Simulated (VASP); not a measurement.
A VASP calculation is set up with these files.

POSCAR:
```
GaN
1
    3.0140715000    -5.2205249037     0.0000000000
    3.0140715000     5.2205249037     0.0000000000
    0.0000000000     0.0000000000     9.8075430000
Ga N
2 2
Direct
  0.6666670000   0.3333330000   0.5000000000
  0.3333330000   0.6666670000   0.0000000000
  0.6666670000   0.3333330000   0.8770000000
  0.3333330000   0.6666670000   0.3770000000
```

**INCAR**
```
SYSTEM = GaN
PREC = Accurate
ENCUT = 520
EDIFF = 1E-6
NELM = 100
ALGO = Normal
LREAL = .FALSE.
LASPH = .TRUE.
ISMEAR = 0
SIGMA = 0.05
GGA = PE
LMAXMIX = 4
LWAVE = .FALSE.
LCHARG = .FALSE.
ISIF = 2
```

### KPOINTS
```
Automatic mesh
0
Gamma
4 4 2
0 0 0
```

POTCAR, in this order: Ga_d N (PBE.64 set). Program: vasp_std.

Output

**standard output**
```
 POSCAR found type information on POSCAR GaN
 POSCAR found :  2 types and       4 ions
 Reading from existing POTCAR
 Reading from existing POTCAR
 LDA part: xc-table for (Slater+PW92), standard interpolation
 POSCAR, INCAR and KPOINTS ok, starting setup
 WAVECAR not read
 entering main loop
       N       E                     dE             d eps       ncg     rms          rms(c)
DAV:   1     0.218684627227E+03    0.21868E+03   -0.15530E+04   360   0.147E+03
DAV:   2     0.320305657364E+02   -0.18665E+03   -0.18417E+03   414   0.315E+02
DAV:   3    -0.769340994987E+01   -0.39724E+02   -0.39378E+02   528   0.109E+02
DAV:   4    -0.982558698812E+01   -0.21322E+01   -0.20859E+01   352   0.231E+01
DAV:   5    -0.100908535786E+02   -0.26527E+00   -0.25583E+00   560   0.685E+00    0.693E+00
DAV:   6    -0.708945968731E+01    0.30014E+01   -0.15076E+01   482   0.145E+01    0.347E+00
DAV:   7    -0.707443742565E+01    0.15022E-01   -0.20510E+00   450   0.626E+00    0.152E+00
DAV:   8    -0.703744134990E+01    0.36996E-01   -0.31343E-01   492   0.332E+00    0.555E-01
DAV:   9    -0.704492624055E+01   -0.74849E-02   -0.52387E-02   532   0.626E-01    0.339E-01
DAV:  10    -0.705148942755E+01   -0.65632E-02   -0.10463E-02   434   0.388E-01    0.161E-01
DAV:  11    -0.705391580397E+01   -0.24264E-02   -0.29148E-03   418   0.208E-01    0.289E-02
DAV:  12    -0.705411363794E+01   -0.19783E-03   -0.64435E-04   548   0.131E-01    0.268E-02
DAV:  13    -0.705416777058E+01   -0.54133E-04   -0.79082E-04   460   0.769E-02    0.375E-02
DAV:  14    -0.705412336383E+01    0.44407E-04   -0.46693E-04   436   0.535E-02    0.620E-03
DAV:  15    -0.705412642607E+01   -0.30622E-05   -0.49585E-05   346   0.238E-02    0.349E-03
DAV:  16    -0.705412683236E+01   -0.40629E-06   -0.43962E-06   416   0.936E-03
   1 F= -.70541268E+01 E0= -.70410469E+01  d E =-.261599E-01
```

File OUTCAR:
```
------------------------ aborting loop because EDIFF is reached ----------------------------------------
  FORCE on cell =-STRESS in cart. coord.  units (eV):
  Direction    XX          YY          ZZ          XY          YZ          ZX
  --------------------------------------------------------------------------------------
  Total       -5.1257526     -5.1257524     -5.0413143      0.0000000      0.0000000     -0.0000000
  in kB      -26.6078806    -26.6078799    -26.1695600      0.0000000      0.0000000     -0.0000000
  external PRESSURE =     -26.4617735 kB  Pullay stress =       0.0000000 kB
  volume of cell :      308.64
      direct lattice vectors                 reciprocal lattice vectors
     3.014071500 -5.220524904  0.000000000     0.165888566 -0.095775810  0.000000000
     3.014071500  5.220524904  0.000000000     0.165888566  0.095775810  0.000000000
     0.000000000  0.000000000  9.807543000     0.000000000  0.000000000  0.101962337
  FREE ENERGIE OF THE ION-ELECTRON SYSTEM (eV)
  ---------------------------------------------------
  free  energy   TOTEN  =        -7.0541268324 eV

  energy  without entropy=       -7.0279668998  energy(sigma->0) =       -7.04104687
```
(Selected blocks of OUTCAR.)

**Question.** The run ends quietly. Is anything wrong with it?

**Answer.** The cause: the lattice was typed in bohr, and VASP reads ångström. The run ends without an error. Against the sound run, the energy per atom (σ→0) goes up by 4.316 eV/atom; the pressure drops by 7.79 GPa; the volume rises by 570 %. To mend it, correct POSCAR, correct KPOINTS.
**POSCAR**
```
GaN
1
    1.5950000000    -2.7626210000     0.0000000000
    1.5950000000     2.7626210000     0.0000000000
    0.0000000000     0.0000000000     5.1900000000
Ga N
2 2
Direct
  0.6666670000   0.3333330000   0.5000000000
  0.3333330000   0.6666670000   0.0000000000
  0.6666670000   0.3333330000   0.8770000000
  0.3333330000   0.6666670000   0.3770000000
```
KPOINTS:
```
Automatic mesh
0
Gamma
7 7 4
0 0 0
```
The mended run (PBE GGA, plane waves, VASP's PBE PAW potentials (set 64)) converges, and its OSZICAR ends with
```
   1 F= -.24304880E+02 E0= -.24304880E+02  d E =-.830705E-17
```

The compound is GaN in the wurtzite structure. The cell was not relaxed at this level.
